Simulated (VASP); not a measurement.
## Energy against moment in zigzag Ti chain, bond 2.395 A

What does it cost to change the moment of zigzag Ti chain, bond 2.395 A?

Program: VASP 6.6.1. Level of theory: PBE, DFT+U (Ti d 5 eV), spin-polarised from a ferromagnetic start; plane waves and PAW (Ti), in the first sound run; inputs show where later runs differ. Results are calculated unless marked as measured.

## 1. The starting structure

The cell holds 2 atoms: 2 Ti. Its edges and angles: a = 12.000 Å, b = 12.000 Å, c = 2.874 Å, α = 90.0°, β = 90.0°, γ = 90.0°. model lattice. Vacuum lies along a and b. The structure's axis is c.

Coordinates:

```
Ti
1.0
    12.00000    0.00000    0.00000
     0.00000   12.00000    0.00000
     0.00000    0.00000    2.87400
Ti
2
Direct
  0.42017 0.50000 0.00000
  0.57983 0.50000 0.50000
```

## 2. Free moment

The unconstrained run shows the moment that this start leads to, and gives an energy to count from.

Input file INCAR:

```
SYSTEM = Ti
PREC = Normal
ENCUT = 350
EDIFF = 1E-06
NELM = 150
ISMEAR = 1
SIGMA = 0.1
LREAL = .FALSE.
ALGO = Normal
GGA = PE
NBANDS = 17
ISPIN = 2
MAGMOM = 1 1
LDAU = .TRUE.
LDAUTYPE = 2
LDAUL = 2
LDAUU = 5
LDAUJ = 0
LDAUPRINT = 1
LASPH = .TRUE.
LMAXMIX = 4
LORBIT = 11
LWAVE = .FALSE.
LCHARG = .FALSE.
KPAR = 2
AMIX = 0.2
BMIX = 1E-04
AMIX_MAG = 0.8
BMIX_MAG = 1E-04
NEDOS = 1500
```

Input file POSCAR:

```
Ti
1.0
   12.0000000000      0.0000000000      0.0000000000
    0.0000000000     12.0000000000      0.0000000000
    0.0000000000      0.0000000000      2.8740000000
Ti
2
Direct
    0.4201666667      0.5000000000      0.0000000000
    0.5798333333      0.5000000000      0.5000000000
```

Input file KPOINTS:

```
Automatic mesh
0
Gamma
1 1 21
0 0 0
```

The projector-augmented-wave data sets are Ti (PBE family, release 64).

The run is started by

```bash
$ mpirun -np 2 vasp_std
```

What it wrote:

```text
[banner, memory and clock lines left out]
running    2 mpi-ranks, on    1 nodes
 distrk:  each k-point on    1 cores,    2 groups
 distr:  one band on    1 cores,    1 groups

 POSCAR found type information on POSCAR Ti
 POSCAR found :  1 types and       2 ions
 LDA part: xc-table for (Slater+PW92), standard interpolation
 POSCAR, INCAR and KPOINTS ok, starting setup
 FFT: planning ... GRIDC
 FFT: planning ... GRID_SOFT
 FFT: planning ... GRID
 WAVECAR not read
 entering main loop
       N       E                     dE             d eps       ncg     rms          rms(c)
DAV:   1     0.233923214659E+02    0.23392E+02   -0.15470E+03   748   0.209E+02
DAV:   2    -0.173497908243E+01   -0.25127E+02   -0.19776E+02   761   0.445E+01
DAV:   3    -0.345321206446E+01   -0.17182E+01   -0.16488E+01  1085   0.131E+01
DAV:   4    -0.347758222116E+01   -0.24370E-01   -0.24333E-01   794   0.205E+00
DAV:   5    -0.347777452515E+01   -0.19230E-03   -0.19229E-03  1010   0.139E-01    0.107E+01
DAV:   6    -0.245241587285E+01    0.10254E+01   -0.89829E-01   883   0.456E+00    0.670E+00
DAV:   7    -0.198643851558E+01    0.46598E+00   -0.32804E+00   855   0.715E+00    0.277E+00
DAV:   8    -0.219590370730E+01   -0.20947E+00   -0.26696E-01   888   0.148E+00    0.256E+00
DAV:   9    -0.246937694494E+01   -0.27347E+00   -0.28338E-01   985   0.149E+00    0.225E+00
DAV:  10    -0.277773029817E+01   -0.30835E+00   -0.50648E-01   925   0.192E+00    0.171E+00
DAV:  11    -0.287167151382E+01   -0.93941E-01   -0.22044E-01   908   0.165E+00    0.119E+00
DAV:  12    -0.296300687967E+01   -0.91335E-01   -0.13734E-01   948   0.106E+00    0.111E+00
DAV:  13    -0.302915132933E+01   -0.66144E-01   -0.65789E-02   966   0.859E-01    0.960E-01
DAV:  14    -0.307960774505E+01   -0.50456E-01   -0.72636E-02  1011   0.804E-01    0.124E+00
DAV:  15    -0.304818593346E+01    0.31422E-01   -0.99084E-03   880   0.544E-01    0.125E+00
DAV:  16    -0.304805901573E+01    0.12692E-03   -0.13668E-03   956   0.132E-01    0.124E+00
DAV:  17    -0.301792007928E+01    0.30139E-01   -0.39883E-01  1093   0.192E+00    0.823E-01
DAV:  18    -0.295792015820E+01    0.60000E-01   -0.19419E-01  1007   0.162E+00    0.112E+00
DAV:  19    -0.296544176646E+01   -0.75216E-02   -0.24231E-02   961   0.543E-01    0.106E+00
DAV:  20    -0.298121731462E+01   -0.15776E-01   -0.40682E-02  1026   0.516E-01    0.932E-01
DAV:  21    -0.300038401851E+01   -0.19167E-01   -0.25509E-02   949   0.537E-01    0.514E-01
DAV:  22    -0.301643529209E+01   -0.16051E-01   -0.34287E-02   946   0.689E-01    0.301E-01
DAV:  23    -0.302355114772E+01   -0.71159E-02   -0.38547E-02  1004   0.605E-01    0.120E-01
DAV:  24    -0.302395045566E+01   -0.39931E-03   -0.96519E-03   891   0.269E-01    0.891E-02
DAV:  25    -0.302432425957E+01   -0.37380E-03   -0.17346E-03   879   0.154E-01    0.713E-02
DAV:  26    -0.302449479158E+01   -0.17053E-03   -0.59714E-04   923   0.818E-02    0.569E-02
DAV:  27    -0.302448357906E+01    0.11213E-04   -0.36527E-04   891   0.636E-02    0.599E-02
DAV:  28    -0.302474965072E+01   -0.26607E-03   -0.50282E-04   936   0.701E-02    0.445E-02
DAV:  29    -0.302475968023E+01   -0.10030E-04   -0.14919E-05   761   0.176E-02    0.473E-02
DAV:  30    -0.302474770405E+01    0.11976E-04   -0.21577E-06   759   0.760E-03    0.474E-02
DAV:  31    -0.302483032691E+01   -0.82623E-04   -0.65651E-05   899   0.326E-02    0.444E-02
DAV:  32    -0.302501133544E+01   -0.18101E-03   -0.40784E-04   942   0.739E-02    0.317E-02
DAV:  33    -0.302523136878E+01   -0.22003E-03   -0.10830E-03   951   0.125E-01    0.190E-02
DAV:  34    -0.302527207246E+01   -0.40704E-04   -0.78795E-05   789   0.368E-02    0.156E-02
DAV:  35    -0.302530633014E+01   -0.34258E-04   -0.10657E-04   988   0.388E-02    0.118E-02
DAV:  36    -0.302530787586E+01   -0.15457E-05   -0.21895E-05   775   0.167E-02    0.119E-02
DAV:  37    -0.302532009575E+01   -0.12220E-04   -0.15383E-04   920   0.452E-02    0.381E-03
DAV:  38    -0.302532357954E+01   -0.34838E-05   -0.62167E-06   756   0.127E-02    0.444E-03
DAV:  39    -0.302532493668E+01   -0.13571E-05   -0.31266E-06   777   0.713E-03    0.175E-03
DAV:  40    -0.302532504111E+01   -0.10443E-06   -0.63383E-07   652   0.322E-03
   1 F= -.30253250E+01 E0= -.30248535E+01  d E =-.141460E-02  mag=     5.8431
```

Run time: 1.7 min. Hardware: 2 MPI ranks of AMD EPYC 7R43, shared host; peak memory 0.49 GiB; 3.4 min of CPU time.

Lines that name or quote the potential files are left out of all logs, and their timing lines are given in words.

OUTCAR, selected parts (step 2):

```text
ion  position               nearest neighbor table
   1  0.420  0.500  0.000-   2 2.39   2 2.39
   2  0.580  0.500  0.500-   1 2.39   1 2.39

  LATTYP: Found a simple tetragonal cell.
 ALAT       =    12.0000000000
 C/A-ratio  =     0.2395000000

 Subroutine GETGRP returns: Found  8 space group operations
 (whereof  4 operations were pure point group operations)

The static configuration has the point symmetry C_2v.
 The point group associated with its full space group is D_2h.

 Found     11 irreducible k-points:

   k-points           NKPTS =     11   k-points in BZ     NKDIM =     11   number of bands    NBANDS=     17

   dimension x,y,z NGX =    56 NGY =   56 NGZ =   14
   dimension x,y,z NGXF=   112 NGYF=  112 NGZF=   28

   ENCUT  =  350.0 eV  25.72 Ry    5.07 a.u.  18.31 18.31  4.38*2*pi/ulx,y,z

   NELECT =       8.0000    total number of electrons

 k-points in reciprocal lattice and weights: Automatic mesh
   0.00000000  0.00000000  0.00000000       0.048
   0.00000000  0.00000000  0.04761905       0.095
   0.00000000  0.00000000  0.09523810       0.095
   0.00000000  0.00000000  0.14285714       0.095
   0.00000000  0.00000000  0.19047619       0.095
   0.00000000  0.00000000  0.23809524       0.095
   0.00000000  0.00000000  0.28571429       0.095
   0.00000000  0.00000000  0.33333333       0.095
   0.00000000  0.00000000  0.38095238       0.095
   0.00000000  0.00000000  0.42857143       0.095
   0.00000000  0.00000000  0.47619048       0.095

atom =   1  type =  1  l = 2

 onsite density matrix

spin component  1

  0.1418  0.0000  0.0000  0.0000  0.0000
  0.0000  0.6259  0.0000  0.0000  0.0000
  0.0000  0.0000  0.4691  0.0000  0.0449
  0.0000  0.0000  0.0000  0.7695  0.0000
  0.0000  0.0000  0.0449  0.0000  0.3121

spin component  2

  0.0000  0.0000  0.0000  0.0000  0.0000
  0.0000 -0.0000  0.0000  0.0000  0.0000
  0.0000  0.0000  0.0434  0.0000 -0.0160
  0.0000  0.0000  0.0000  0.0028  0.0000
  0.0000  0.0000 -0.0160  0.0000  0.0106

 occupancies and eigenvectors

  o = -0.0000  v =  0.0000  0.0000  0.0000  0.0000  0.0000  0.0000  1.0000  0.0000  0.0000  0.0000      0.0000  0.0000  0.0000  0.0000  0.0000  0.0000  0.0000  0.0000  0.0000  0.0000
  o =  0.0000  v =  0.0000  0.0000  0.0000  0.0000  0.0000  1.0000  0.0000  0.0000  0.0000  0.0000      0.0000  0.0000  0.0000  0.0000  0.0000  0.0000  0.0000  0.0000  0.0000  0.0000
  o =  0.0028  v =  0.0000  0.0000  0.0000  0.0000  0.0000  0.0000  0.0000  0.0000  1.0000  0.0000      0.0000  0.0000  0.0000  0.0000  0.0000  0.0000  0.0000  0.0000  0.0000  0.0000
  o =  0.0041  v =  0.0000  0.0000  0.0000  0.0000  0.0000  0.0000  0.0000 -0.3777  0.0000 -0.9259      0.0000  0.0000  0.0000  0.0000  0.0000  0.0000  0.0000  0.0000  0.0000  0.0000
  o =  0.0499  v =  0.0000  0.0000  0.0000  0.0000  0.0000  0.0000  0.0000 -0.9259  0.0000  0.3777      0.0000  0.0000  0.0000  0.0000  0.0000  0.0000  0.0000  0.0000  0.0000  0.0000
  o =  0.1418  v =  1.0000  0.0000  0.0000  0.0000  0.0000  0.0000  0.0000  0.0000  0.0000  0.0000      0.0000  0.0000  0.0000  0.0000  0.0000  0.0000  0.0000  0.0000  0.0000  0.0000
  o =  0.3002  v =  0.0000  0.0000 -0.2570  0.0000  0.9664  0.0000  0.0000  0.0000  0.0000  0.0000      0.0000  0.0000  0.0000  0.0000  0.0000  0.0000  0.0000  0.0000  0.0000  0.0000
  o =  0.4811  v =  0.0000  0.0000 -0.9664  0.0000 -0.2570  0.0000  0.0000  0.0000  0.0000  0.0000      0.0000  0.0000  0.0000  0.0000  0.0000  0.0000  0.0000  0.0000  0.0000  0.0000
  o =  0.6259  v =  0.0000  1.0000  0.0000  0.0000  0.0000  0.0000  0.0000  0.0000  0.0000  0.0000      0.0000  0.0000  0.0000  0.0000  0.0000  0.0000  0.0000  0.0000  0.0000  0.0000
  o =  0.7695  v =  0.0000  0.0000  0.0000 -1.0000  0.0000  0.0000  0.0000  0.0000  0.0000  0.0000      0.0000  0.0000  0.0000  0.0000  0.0000  0.0000  0.0000  0.0000  0.0000  0.0000

atom =   2  type =  1  l = 2

 onsite density matrix

spin component  1

spin component  2

 occupancies and eigenvectors

 average (electrostatic) potential at core
       1 -33.0072       2 -33.0072

 E-fermi :  -2.5579

 spin component 1
 k-point     1 :       0.0000    0.0000    0.0000
  band No.  band energies     occupation
    ...
      3      -5.5903      1.00000
      4      -4.0775      1.00000
      5      -4.0359      1.00000
      6      -3.2801      1.00000
      7      -3.0852      1.00000
      8      -2.1164     -0.00000
      9      -2.0806     -0.00000
     10      -2.0178     -0.00000
     11      -1.9973     -0.00000
     12      -1.7706     -0.00000
    ...

 k-point     2 :       0.0000    0.0000    0.0476
  band No.  band energies     occupation
    ...
      3      -5.6326      1.00000
      4      -4.0691      1.00000
      5      -4.0519      1.00000
      6      -3.2191      1.00000
      7      -3.1755      1.00000
      8      -2.1472     -0.00000
      9      -2.1120     -0.00000
     10      -1.9813     -0.00000
     11      -1.9159     -0.00000
     12      -1.8905     -0.00000
    ...

 k-point     3 :       0.0000    0.0000    0.0952
  band No.  band energies     occupation
    ...
      3      -5.7264      1.00000
      4      -4.1643      1.00000
      5      -3.9779      1.00000
      6      -3.3974      1.00000
      7      -3.0511      1.00000
      8      -2.4049     -0.02632
      9      -2.1756     -0.00000
     10      -1.9579     -0.00000
     11      -1.9336     -0.00000
     12      -1.6805     -0.00000
    ...

 k-point     4 :       0.0000    0.0000    0.1429
  band No.  band energies     occupation
    ...
      4      -4.3086      1.00000
      5      -3.8679      1.00000
      6      -3.6793      1.00000
      7      -2.8441      1.00020
      8      -2.8102      1.00104
      9      -2.1429     -0.00000
     10      -1.8539     -0.00000
     11      -1.8164     -0.00000
     12      -1.4133     -0.00000
     13      -1.2427     -0.00000
    ...

 k-point     5 :       0.0000    0.0000    0.1905
  band No.  band energies     occupation
    ...
      3      -5.1683      1.00000
      4      -4.4837      1.00000
      5      -3.9788      1.00000
      6      -3.7756      1.00000
      7      -3.2075      1.00000
      8      -2.5364      0.32315
      9      -2.0543     -0.00000
     10      -1.7352     -0.00000
     11      -1.6166     -0.00000
     12      -1.0883     -0.00000
    ...

 k-point     6 :       0.0000    0.0000    0.2381
  band No.  band energies     occupation
    ...
      3      -4.7136      1.00000
      4      -4.6696      1.00000
      5      -4.2717      1.00000
      6      -3.8798      1.00000
      7      -3.2708      1.00000
      8      -2.2815     -0.00033
      9      -1.9190     -0.00000
     10      -1.5528     -0.00000
     11      -1.3741     -0.00000
     12      -0.7655     -0.00000
    ...

  Total        5.3829472     -0.0032443      8.4476353      0.0000000      0.0000000      0.0000000
  in kB       20.8392193     -0.0125598     32.7036692      0.0000000      0.0000000      0.0000000
  external PRESSURE =      17.8434429 kB  Pullay stress =       0.0000000 kB

  energy-cutoff  :      350.00
  volume of cell :      413.86
      direct lattice vectors                 reciprocal lattice vectors
    12.000000000  0.000000000  0.000000000     0.083333333  0.000000000  0.000000000
     0.000000000 12.000000000  0.000000000     0.000000000  0.083333333  0.000000000
     0.000000000  0.000000000  2.874000000     0.000000000  0.000000000  0.347947112

 POSITION                                       TOTAL-FORCE (eV/Angst)
 -----------------------------------------------------------------------------------
      5.04200      6.00000      0.00000        -2.790520      0.000000      0.000000
      6.95800      6.00000      1.43700         2.790520      0.000000      0.000000
 -----------------------------------------------------------------------------------
    total drift:                                0.000000     -0.000000     -0.000000

  FREE ENERGIE OF THE ION-ELECTRON SYSTEM (eV)
  ---------------------------------------------------
  free  energy   TOTEN  =        -3.0253250411 eV

  energy  without entropy=       -3.0239104375  energy(sigma->0) =       -3.02485351

 total charge
# of ion       s       p       d       tot
------------------------------------------
    1        0.560   0.416   2.355   3.330
    2        0.560   0.416   2.355   3.330
--------------------------------------------------
tot          1.120   0.831   4.709   6.661

 magnetization (x)
# of ion       s       p       d       tot
------------------------------------------
    1        0.096   0.296   2.243   2.635
    2        0.096   0.296   2.243   2.635
--------------------------------------------------
tot          0.192   0.592   4.486   5.270

[... 6 further parts left out ...]
```

A U on the itinerant d states of such a compound is hard to justify; it moves the bands at the Fermi level and favours large moments. The data set Ti keeps the semicore shell frozen, which is cheaper and a little less accurate.

This step gave:

| Property | Result |
| --- | --- |
| electronic cycles | 40 |
| electrons | 8 |
| free energy (TOTEN) | -3.025 eV |
| energy at zero smearing | -3.025 eV |
| Fermi energy | -2.558 eV |
| moment of the cell, from the last line of the log | 5.843 μB |
| labelled metallic, from the levels on this mesh | yes |
| DOS at the Fermi level | 1.831 states/eV/cell |

Spin moment in the PAW sphere by atom:

```
atom  spin moment in the PAW sphere (μB)
 Ti1                                2.63
 Ti2                                2.63
```

The density of states has structure finer than the step of the table below, so its rows give means over 0.5 eV, whole bins alone (the curve runs from -5.71 to 7.99 eV). Peaks (eV: height): total up -2.61: 3.63, -1.46: 4.23, -0.69: 3.98, 0.55: 5.85; total down 2.03: 6.22, 2.25: 5.19, 3.35: 6.23, 4.36: 7.53; Ti s up -4.67: 0.692, -3.90: 0.587, -3.54: 0.569, -3.21: 0.593; Ti s down -2.64: 0.634, -2.47: 0.442, -2.23: 0.464, -1.87: 0.436; Ti p up -0.69: 0.655, -0.34: 0.576, 2.47: 0.486, 4.69: 0.651.

The density of states by energy, zero at the Fermi level; means over each step; 7 of 8 lines; values in states/eV/cell:

```
energy (eV)  total up  total down  Ti s up  Ti s down  Ti p up  Ti p down  Ti d up
       -5.0    0.0265           0   0.0176          0  0.00171          0  0.00281
       -4.5     0.534           0    0.348          0   0.0441          0   0.0549
       -4.0      1.19           0    0.259          0   0.0941          0    0.850
       -3.5      1.85           0    0.251          0    0.164          0     1.50
       -3.0      1.18      0.0191    0.184     0.0118    0.125     5.7e-4    0.910
       -2.5      1.73       0.541   0.0173      0.328   0.0804     0.0233     1.38
       -2.0      1.08       0.348   0.0116      0.196    0.109     0.0314    0.769
       -1.5      2.36       0.223   0.0447      0.115    0.242     0.0311     1.52
       -1.0      1.09       0.261   0.0580      0.110    0.144     0.0429    0.706
       -0.5      2.50       0.780    0.136      0.208    0.386      0.109     1.36
        0.0      1.03       0.420   0.0494      0.115    0.119     0.0870    0.607
        0.5      4.09        1.23   0.0877     0.0893    0.172      0.311     2.95
        1.0      2.34        2.26  0.00173      0.123    0.174      0.255     1.51
        1.5      1.79        2.51   0.0122     0.0984    0.179      0.218     1.12
        2.0      2.23        4.01   0.0154     0.0375    0.222      0.423     1.49
        2.5      1.07        1.92  0.00869     0.0270    0.257      0.293    0.465
        3.0      1.05       0.802  0.00985    0.00154   0.0776     0.0464    0.183
        3.5      1.40        3.73  0.00674     0.0661    0.124      0.125    0.242
        4.0      1.63        3.67  0.00480     0.0278    0.159      0.207    0.346
        4.5      1.73        5.24   0.0577     0.0293    0.241      0.533    0.248
        5.0      1.06        2.26   0.0378    0.00942    0.149     0.0548    0.113
        5.5     0.800        1.26   0.0269    0.00553    0.149     0.0352   0.0806
        6.0     0.255        1.01   8.5e-4    0.00170  0.00620     0.0580   0.0126
        6.5     0.215        1.03  0.00833    0.00542  0.00197      0.120   0.0278
        7.0         0       0.473        0     0.0157        0     0.0161        0
        7.5         0       0.203        0     0.0111        0    0.00581        0
```

Force by atom:

```
atom  x (eV/Å)  y (eV/Å)  z (eV/Å)  size
 Ti1     -2.79      0.00      0.00  2.79
 Ti2      2.79      0.00      0.00  2.79
```

The density of states holds every band computed, so its fall toward the upper end of the range is no gap.

(Continued in part 2 of 5.)

[Lines on the potential files, build, host, timing and source positions are cut from VASP's logs without a mark.]

[Logs are printed without paths, hosts, clocks, repeated set-up lines and the standing remarks that a program may print on its own settings, such as how far it seeks lower states.]

[Hosts, paths, dates, database ids (printed as entryN), source tags and the programs' standing remarks are cut or masked in the printed files.]

[In band tables of VASP the shares of atoms and orbitals are scaled to a sum of 1 inside the atoms' spheres.]

[Runs that stopped without an error message from VASP are left out.]
